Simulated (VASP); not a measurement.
**LaSiRu: Pt into a neighbouring Si vacancy**

Wanted: the minimum-energy path in LaSiRu for this move: Pt into a neighbouring Si vacancy. The start is a cell from a database of measured crystal structures.

Method: PBEsol; plane waves and PAW (La, Ru, Si), in the first sound run; inputs show where later runs differ, in VASP 6.6.1.

## Step 1: The host crystal

Symmetry: P4/nmm, No. 129, tetragonal system. Conventional cell: a = 4.211 Å, b = 4.211 Å, c = 7.078 Å, α = 90.00°, β = 90.00°, γ = 90.00°. La has 4 Ru at 3.10 Å and 6 Si at 3.15 to 3.57 Å nearest. Nearest to Ru lie 4 Si at 2.44 Å and 4 Ru at 2.98 Å and 4 La at 3.10 Å. Nearest to Si lie 4 Ru at 2.44 Å and 6 La at 3.15 to 3.57 Å. Farther neighbours are not listed.

## Step 2: Relax the host

First cell and atoms are relaxed at a raised cutoff, so that later runs start from this functional's own cell.

The input, INCAR:

```
SYSTEM = LaSiRu
PREC = Accurate
ENCUT = 350
EDIFF = 1E-06
NELM = 120
ISMEAR = 1
SIGMA = 0.15
LREAL = .FALSE.
ALGO = Normal
GGA = PS
NBANDS = 29
LORBIT = 11
LWAVE = .FALSE.
LCHARG = .FALSE.
KPAR = 3
IBRION = 2
NSW = 40
ISIF = 3
EDIFFG = -0.02
POTIM = 0.4
```

The input, POSCAR:

```
LaSiRu
1.0
    4.2110000000      0.0000000000      0.0000000000
    0.0000000000      4.2110000000      0.0000000000
    0.0000000000      0.0000000000      7.0780000000
La Ru Si
2 2 2
Direct
    0.0000000000      0.5000000000      0.3210000000
    0.5000000000      0.0000000000      0.6790000000
    0.5000000000      0.5000000000      0.0000000000
    0.0000000000      0.0000000000      0.0000000000
    0.0000000000      0.5000000000      0.8250000000
    0.5000000000      0.0000000000      0.1750000000
```

The input, KPOINTS:

```
Automatic mesh
0
Gamma
6 6 4
0 0 0
```

The projector-augmented-wave data sets are La, Ru and Si (PBE family, release 64).

Run with:

```console
$ mpirun -np 3 vasp_std
```

The program printed:

```text
[banner, memory and clock lines left out]
running    3 mpi-ranks, on    1 nodes
 distrk:  each k-point on    1 cores,    3 groups
 distr:  one band on    1 cores,    1 groups

 POSCAR found type information on POSCAR LaRuSi
 POSCAR found :  3 types and       6 ions
|                                                                             |
|               ----> ADVICE to this user running VASP <----                  |
|                                                                             |
|     You enforced a specific xc type in the INCAR file but a different       |
|     [... a line on the potential file left out ...]
|     I HOPE YOU KNOW WHAT YOU ARE DOING!                                     |
|                                                                             |

 LDA part: xc-table for (Slater+PW92), standard interpolation
 POSCAR, INCAR and KPOINTS ok, starting setup
 FFT: planning ... GRIDC
 FFT: planning ... GRID_SOFT
 FFT: planning ... GRID
 WAVECAR not read
 entering main loop
       N       E                     dE             d eps       ncg     rms          rms(c)
DAV:   1     0.380278421971E+03    0.38028E+03   -0.13357E+04  1764   0.155E+03
DAV:   2     0.425392563967E+02   -0.33774E+03   -0.32842E+03  2308   0.327E+02
DAV:   3    -0.365703678402E+02   -0.79110E+02   -0.77016E+02  2785   0.157E+02
DAV:   4    -0.484902486514E+02   -0.11920E+02   -0.11426E+02  3320   0.598E+01
DAV:   5    -0.495452211917E+02   -0.10550E+01   -0.10088E+01  2968   0.168E+01    0.200E+01
DAV:   6    -0.479579443974E+02    0.15873E+01   -0.16143E+01  2792   0.215E+01    0.461E+00
DAV:   7    -0.476190148265E+02    0.33893E+00   -0.73080E+00  3003   0.178E+01    0.671E+00
DAV:   8    -0.473050147670E+02    0.31400E+00   -0.20310E+00  2992   0.924E+00    0.178E+00
DAV:   9    -0.472892771796E+02    0.15738E-01   -0.12346E-01  2824   0.248E+00    0.381E-01
DAV:  10    -0.472886047717E+02    0.67241E-03   -0.18947E-02  3224   0.850E-01    0.239E-01
DAV:  11    -0.472886044012E+02    0.37046E-06   -0.20818E-03  3136   0.298E-01    0.122E-01
DAV:  12    -0.472886140820E+02   -0.96807E-05   -0.27902E-04  3160   0.109E-01    0.278E-02
DAV:  13    -0.472886077129E+02    0.63691E-05   -0.64824E-05  3104   0.557E-02    0.128E-02
DAV:  14    -0.472886071352E+02    0.57769E-06   -0.11021E-05  2336   0.220E-02    0.262E-03
DAV:  15    -0.472886069201E+02    0.21508E-06   -0.99062E-07  1376   0.145E-02
   1 F= -.47288607E+02 E0= -.47286263E+02  d E =-.472886E+02
 curvature:   0.00 expect dE= 0.000E+00 dE for cont linesearch  0.000E+00
 trial: gam= 0.00000 g(F)=  0.317E-01 g(S)=  0.648E-01 ort = 0.000E+00 (trialstep = 0.100E+01)
 search vector abs. value=  0.965E-01
 bond charge predicted
       N       E                     dE             d eps       ncg     rms          rms(c)
DAV:   1    -0.476157709625E+02   -0.32716E+00   -0.94409E+00  2519   0.253E+01    0.478E+00
DAV:   2    -0.475001135681E+02    0.11566E+00   -0.29581E+00  2499   0.116E+01    0.233E+00
DAV:   3    -0.473192965570E+02    0.18082E+00   -0.91157E-01  2880   0.788E+00    0.105E+00
DAV:   4    -0.473053382609E+02    0.13958E-01   -0.21160E-01  2928   0.375E+00    0.392E-01
DAV:   5    -0.473013841169E+02    0.39541E-02   -0.33709E-02  3232   0.151E+00    0.139E-01
DAV:   6    -0.473015848455E+02   -0.20073E-03   -0.28070E-03  2984   0.337E-01    0.754E-02
DAV:   7    -0.473017231748E+02   -0.13833E-03   -0.65467E-04  3464   0.145E-01    0.599E-02
DAV:   8    -0.473018424636E+02   -0.11929E-03   -0.23892E-04  3408   0.808E-02    0.285E-02
DAV:   9    -0.473018714869E+02   -0.29023E-04   -0.15064E-04  3435   0.814E-02    0.858E-03
DAV:  10    -0.473018715083E+02   -0.21403E-07   -0.11878E-05  3208   0.234E-02    0.572E-03
DAV:  11    -0.473018726438E+02   -0.11355E-05   -0.58281E-06  2594   0.133E-02    0.187E-03
DAV:  12    -0.473018725490E+02    0.94783E-07   -0.33489E-07  1290   0.660E-03
   2 F= -.47301873E+02 E0= -.47299847E+02  d E =-.132656E-01
[... from here on, the cycles between the ionic steps are left out ...]
   3 F= -.47317072E+02 E0= -.47314797E+02  d E =-.284649E-01
   4 F= -.47327472E+02 E0= -.47325558E+02  d E =-.104003E-01
   5 F= -.47329277E+02 E0= -.47327380E+02  d E =-.122055E-01
   6 F= -.47329785E+02 E0= -.47327868E+02  d E =-.507421E-03
   7 F= -.47329788E+02 E0= -.47327869E+02  d E =-.510916E-03
   8 F= -.47330183E+02 E0= -.47328245E+02  d E =-.394342E-03
   9 F= -.47330612E+02 E0= -.47328639E+02  d E =-.824264E-03
  10 F= -.47330621E+02 E0= -.47328643E+02  d E =-.833198E-03
  11 F= -.47330746E+02 E0= -.47328771E+02  d E =-.124493E-03
 trial-energy change:   -0.000124  1 .order   -0.000123   -0.000145   -0.000100
 step:   2.3929(harm=  2.3929)  dis= 0.00397  next Energy=   -47.330853 (dE=-0.232E-03)
 bond charge predicted
       N       E                     dE             d eps       ncg     rms          rms(c)
DAV:   1    -0.473309527794E+02   -0.20646E-03   -0.41312E-02  2727   0.135E+00    0.112E-01
DAV:   2    -0.473309478060E+02    0.49734E-05   -0.44319E-03  2488   0.526E-01    0.853E-02
DAV:   3    -0.473308488503E+02    0.98956E-04   -0.78838E-04  3144   0.236E-01    0.245E-02
DAV:   4    -0.473308385272E+02    0.10323E-04   -0.89202E-05  3003   0.701E-02    0.124E-02
DAV:   5    -0.473308384042E+02    0.12298E-06   -0.13149E-05  3235   0.218E-02    0.840E-03
DAV:   6    -0.473308378572E+02    0.54704E-06   -0.26249E-06  1664   0.118E-02
  12 F= -.47330838E+02 E0= -.47328864E+02  d E =-.216427E-03
 curvature:  -1.58 expect dE=-0.996E-04 dE for cont linesearch -0.235E-05
 trial: gam= 0.43006 g(F)=  0.268E-04 g(S)=  0.360E-04 ort =-0.195E-04 (trialstep = 0.108E+01)
 search vector abs. value=  0.935E-04
 reached required accuracy - stopping structural energy minimisation
```

It took 80 s on 3 MPI ranks of Intel Xeon 6975P-C (Granite Rapids), shared host; peak memory 0.73 GiB.

Lines that name or quote the potential files are left out of all logs, and their timing lines are given in words.

From OUTCAR (step 2):

```text
ion  position               nearest neighbor table
   1  0.000  0.500  0.321-   3 3.10   4 3.10   4 3.10   3 3.10   6 3.15   6 3.15   6 3.15   6 3.15

  LATTYP: Found a simple tetragonal cell.
 ALAT       =     4.2110000000
 C/A-ratio  =     1.6808359060

 Subroutine GETGRP returns: Found 16 space group operations
 (whereof  8 operations were pure point group operations)

The static configuration has the point symmetry D_2d.
 The point group associated with its full space group is D_4h.

 Found     30 irreducible k-points:

   k-points           NKPTS =     30   k-points in BZ     NKDIM =     30   number of bands    NBANDS=     29

   dimension x,y,z NGX =    28 NGY =   28 NGZ =   48
   dimension x,y,z NGXF=    56 NGYF=   56 NGZF=   96

   ENCUT  =  350.0 eV  25.72 Ry    5.07 a.u.   6.42  6.42 10.80*2*pi/ulx,y,z

   NELECT =      46.0000    total number of electrons

 k-points in reciprocal lattice and weights: Automatic mesh
   0.00000000  0.00000000  0.00000000       0.007
   0.16666667  0.00000000  0.00000000       0.028
   0.33333333  0.00000000  0.00000000       0.028
   0.50000000  0.00000000  0.00000000       0.014
   0.16666667  0.16666667  0.00000000       0.028
   0.33333333  0.16666667  0.00000000       0.056
   0.50000000  0.16666667  0.00000000       0.028
   0.33333333  0.33333333  0.00000000       0.028
   0.50000000  0.33333333  0.00000000       0.028
[...]
0.50000000  0.33333333  0.50000000       0.028
   0.50000000  0.50000000  0.50000000       0.007

 average (electrostatic) potential at core
       1 -94.2233       2 -94.2233       3 -58.2818       4 -58.2818       5 -79.1355
       6 -79.1355

 E-fermi :   9.2784

 k-point     1 :       0.0000    0.0000    0.0000
  band No.  band energies     occupation
    ...
     18       7.2798      2.00000
     19       8.8738      2.00092
     20       8.8738      2.00092
     21       9.0607      2.05955
     22       9.2264      1.54928
     23       9.6961     -0.00059
     24      10.0106     -0.00000
     25      10.2258     -0.00000
     26      10.4709     -0.00000
     27      11.2289     -0.00000
    ...

 k-point     2 :       0.1667    0.0000    0.0000
  band No.  band energies     occupation
    ...
     18       7.4657      2.00000
     19       8.5026      2.00000
     20       8.5538      2.00000
     21       8.6379      2.00000
     22       9.1742      1.91610
     23       9.5855     -0.01367
     24       9.7250     -0.00021
     25      10.3483     -0.00000
     26      10.7398     -0.00000
     27      10.9246     -0.00000
    ...

 k-point     3 :       0.3333    0.0000    0.0000
  band No.  band energies     occupation
    ...
     20       7.7579      2.00000
     21       8.0619      2.00000
     22       8.7956      2.00005
     23       9.0375      2.04561
     24       9.1454      2.01791
     25      10.5638     -0.00000
     26      10.7663     -0.00000
     27      10.8768     -0.00000
     28      11.2698     -0.00000
     29      11.3380     -0.00000

  Total        0.0206870      0.0206870      0.0688672      0.0000000      0.0000000      0.0000000
  in kB        0.2660445      0.2660445      0.8856636      0.0000000      0.0000000      0.0000000
  external PRESSURE =       0.4725842 kB  Pullay stress =       0.0000000 kB

  energy-cutoff  :      350.00
  volume of cell :      124.58
      direct lattice vectors                 reciprocal lattice vectors
     4.213344074  0.000000000  0.000000000     0.237341167 -0.000000000  0.000000000
     0.000000000  4.213344074 -0.000000000     0.000000000  0.237341167 -0.000000000
    -0.000000000  0.000000000  7.017794597     0.000000000  0.000000000  0.142494909

 POSITION                                       TOTAL-FORCE (eV/Angst)
 -----------------------------------------------------------------------------------
      4.21334      2.10667      2.23361         0.000000     -0.000000     -0.005069
      2.10667      4.21334      4.78418        -0.000000      0.000000      0.005069
      2.10667      2.10667     -0.00000        -0.000000     -0.000000      0.000000
      4.21334      0.00000      0.00000        -0.000000      0.000000      0.000000
     -0.00000      2.10667      5.83343         0.000000     -0.000000     -0.017948
      2.10667      0.00000      1.18437        -0.000000      0.000000      0.017948
 -----------------------------------------------------------------------------------
    total drift:                                0.000000     -0.000000     -0.000000

  FREE ENERGIE OF THE ION-ELECTRON SYSTEM (eV)
  ---------------------------------------------------
  free  energy   TOTEN  =       -47.3308378572 eV

  energy  without entropy=      -47.3249172596  energy(sigma->0) =      -47.32886432

 reached required accuracy - stopping structural energy minimisation

 total charge
# of ion       s       p       d       f       tot
--------------------------------------------------
    1        2.062   5.592   0.839   0.142   8.635
    2        2.062   5.592   0.839   0.142   8.635
    3        0.590   0.718   6.902   0.000   8.211
    4        0.590   0.718   6.902   0.000   8.211
    5        0.766   0.907   0.000   0.000   1.673
    6        0.766   0.907   0.000   0.000   1.673
--------------------------------------------------
tot          6.836  14.433  15.483   0.284  37.036

[... 3 further parts left out ...]
```

CONTCAR:

```
LaSiRu
   1.00000000000000
     4.2133440742817392    0.0000000000000000    0.0000000000000000
     0.0000000000000000    4.2133440742817392   -0.0000000000000000
    -0.0000000000000000    0.0000000000000000    7.0177945973781011
  La              Ru              Si
     2     2     2
Direct
     1.0000000000000000    0.5000000000000000    0.3182784823474172
     0.5000000000000000    1.0000000000000000    0.6817215176525829
     0.5000000000000000    0.5000000000000000    0.0000000000000000
     1.0000000000000000    0.0000000000000000    0.0000000000000000
     0.0000000000000000    0.5000000000000000    0.8312337534881511
     0.5000000000000000    0.0000000000000000    0.1687662465118489
```

The k-mesh is coarse for a metal. The PAW data sets were made with PBE, which is usual practice but a small mismatch for other functionals. The run keeps the 16 symmetry operations of its start, so it cannot find a distortion of lower symmetry.

The steps of the relaxation:

```
step  energy less that of the first step (eV)  largest force (eV/Å)  pressure (GPa)  volume (Å³)
   1                                   0.0000                0.5682           -2.23       125.51
   2                                  -0.0133                0.1587            2.95       121.32
   3                                  -0.0285                0.2604            0.68       123.06
   4                                  -0.0389                0.1263            0.38       123.59
   5                                  -0.0407                0.0314            0.20       123.90
   6                                  -0.0412                0.0546           -0.14       124.28
   7                                  -0.0412                0.0576           -0.18       124.33
   8                                  -0.0416                0.0466           -0.13       124.36
   9                                  -0.0420                0.0376            0.00       124.42
  10                                  -0.0420                0.0348            0.03       124.43
  11                                  -0.0421                0.0270            0.03       124.48
  12                                  -0.0422                0.0179            0.05       124.58
```

```
conventional cell, symmetrised  before  after  change
                         a (Å)   4.211  4.213  +0.1 %
                         b (Å)   4.211  4.213  +0.1 %
                         c (Å)   7.078  7.018  -0.9 %
              volume (Å³/atom)   20.92  20.76  -0.7 %
```

The atoms that moved most (Å, as changes of fractional coordinates times the final cell):

```
atom     dx     dy      dz  length
 Si5  0.000  0.000   0.044   0.044
 Si6  0.000  0.000  -0.044   0.044
 La1  0.000  0.000  -0.019   0.019
 La2  0.000  0.000   0.019   0.019
```

The relaxed structure:

```
La Ru Si
1.0
     4.21334    0.00000    0.00000
     0.00000    4.21334    0.00000
     0.00000    0.00000    7.01779
La Ru Si
2 2 2
Direct
  0.00000 0.50000 0.31828
  0.50000 0.00000 0.68172
  0.50000 0.50000 0.00000
  0.00000 0.00000 0.00000
  0.00000 0.50000 0.83123
  0.50000 0.00000 0.16877
```

This step gave:

* electronic cycles: 93
* electrons: 46
* free energy (TOTEN): -47.33 eV
* energy at zero smearing: -47.33 eV
* Fermi energy: 9.278 eV
* labelled metallic, from the levels on this mesh: yes

The run ended after 12 ionic steps, 0.042 eV below its first step, once forces and stress met EDIFFG = -0.02.

(Part 1 of 5 ends here.)

[Lines on the potential files, build, host, timing and source positions are cut from VASP's logs without a mark.]

[Logs are printed without paths, hosts, clocks, repeated set-up lines and the standing remarks that a program may print on its own settings, such as how far it seeks lower states.]

[Hosts, paths, dates, database ids (printed as entryN), source tags and the programs' standing remarks are cut or masked in the printed files.]

[Runs that stopped without an error message from VASP are left out.]
